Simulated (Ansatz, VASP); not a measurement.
Two plane-wave programs on Rb2NbF6

INCAR

```
SYSTEM = Rb2NbF6
  PREC = Accurate
  ENCUT = 520
  EDIFF = 1E-6
  ISMEAR = 0
  SIGMA = 0.05
  LREAL = .False.
  LASPH = .True.
  NELM = 150
  ALGO = Fast
  ISIF = 2
  LWAVE = .False.
  LCHARG = .True.
  ISPIN = 2
  MAGMOM = 0 0 1 0 0 0 0 0 0
  LORBIT = 11
  LMAXMIX = 4
  GGA = CA
  LELF = .True.
  LVHAR = .True.
  NBANDS = 50
```

The input KPOINTS:

```
Automatic mesh
0
Gamma
  4 4 4
  0 0 0
```

The input POSCAR:

```
Rb2NbF6
1.0
    6.0708988700      0.0000000000      0.0000000000
   -3.0354494400      5.2575526500      0.0000000000
    0.0000000000      0.0000000000      4.8006003500
Rb Nb F
2 1 6
Direct
    0.3333333333      0.6666666667      0.6690000000
    0.6666666667      0.3333333333      0.3310000000
    0.0000000000      0.0000000000      0.0000000000
    0.1560000000      0.8440000000      0.2020000000
    0.1560000000      0.3120000000      0.2020000000
    0.6880000000      0.8440000000      0.2020000000
    0.8440000000      0.1560000000      0.7980000000
    0.3120000000      0.1560000000      0.7980000000
    0.8440000000      0.6880000000      0.7980000000
```

Input for Ansatz:

```yaml
crystal:
  lattice:
    - [6.07089887, 0.0, 0.0]
    - [-3.03544944, 5.25755265, 0.0]
    - [0.0, 0.0, 4.80060035]
  atoms:
    - { symbol: Rb, position: [0.3333333333, 0.6666666667, 0.669] }
    - { symbol: Rb, position: [0.6666666667, 0.3333333333, 0.331] }
    - { symbol: Nb, position: [0.0, 0.0, 0.0], spin: 1.0 }
    - { symbol: F, position: [0.156, 0.844, 0.202] }
    - { symbol: F, position: [0.156, 0.312, 0.202] }
    - { symbol: F, position: [0.688, 0.844, 0.202] }
    - { symbol: F, position: [0.844, 0.156, 0.798] }
    - { symbol: F, position: [0.312, 0.156, 0.798] }
    - { symbol: F, position: [0.844, 0.688, 0.798] }
basis:
  ecutwfc: 420
  ecutrho_ratio: 4
kpoints:
  mp_grid: { grid: [4, 4, 4] }
hamiltonian:
  xc: lda
scf:
  occupations: { method: gaussian, width: 0.05 }
  lower_state_search: "off"
  max_iter: 150
output:
  forces: true
  stress: true
  eigenvalues: true
  populations: true
  hubbard: { sites: [{ site: 2, l: d }] }
magnetization:
  spin_polarized: true
```

Alike in both runs: task single point; functional LDA; k mesh 4 × 4 × 4; occupations gaussian, width 0.05 eV; collinear spin.

|  | VASP | Ansatz |
| --- | --- | --- |
| version | VASP 6.6.1 | Ansatz 0.2.0 |
| potentials or method | VASP PAW LDA potentials, release 64 (Rb_sv, Nb_sv, F) | scalar-relativistic, plane waves, PAW |
| plane-wave cutoff (eV) | 520 | 420 |
| valence electrons in the cell | 73 | 73 |

VASP gave:

| Property | Result |
| --- | --- |
| gap on the k mesh at the Fermi level (eV) | none |
| pressure (GPa) | 4.0 |
| largest component of the traceless stress (GPa) | 1.69 |
| rms of the force components (eV/Å) | 0.909 |
| net moment per atom (μB) | 0.11 |
| size of the moment on the site where the two differ most (μB) | 0.72 |

Q: Estimate Ansatz's values.

A: gap on the k mesh at the Fermi level (eV): none; pressure (GPa): 4.0; largest component of the traceless stress (GPa): 1.66; rms of the force components (eV/Å): 0.877; net moment per atom (μB): 0.11; size of the moment on the site where the two differ most (μB): 0.41.

Site moments also hang on the region over which each program counts them. Atom by atom the forces differ by 0.032 eV/Å (rms over components). A gap of «none» marks a metal or a gap that the smearing closes.

Caveats: forces of over 1 eV/Å show positions far from the minimum, so gaps and moduli don't describe the material at rest.
